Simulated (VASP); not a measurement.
Input:

```yaml
crystal:
  lattice:
    - [-1.59822, 1.59822, 1.58632]
    - [1.59822, -1.59822, 1.58632]
    - [1.57442, 1.57442, -1.58632]
  atoms:
    - { symbol: W, position: [0.00000, 0.00000, 0.00000] }
```

Method: r2SCAN meta-GGA, VASP's PBE PAW potentials (set 64) (plane waves; VASP 6.6.1). Numerical set-up: 480 eV cut-off, 16×16×16 Γ-centred mesh, first-order Methfessel-Paxton smearing of 0.10 eV, potentials W_sv.

Unless said otherwise, spin-orbit coupling is left out, though it shifts the bands of the heavy elements here.

**Question.** Predict the energy per atom (σ→0), band gap (on the k-mesh) with the smallest direct gap where there is one.

**Answer.** 
| Quantity | Value |
|---|---|
| band gap (on the k-mesh) | none (metal, semimetal or under 0.01 eV) |
| energy per atom (σ→0) | -51.353 eV/atom |

Only differences to runs with the same potentials and settings are physical.

The compound is W in the bcc structure. This cell was strained or had an atom moved on purpose.
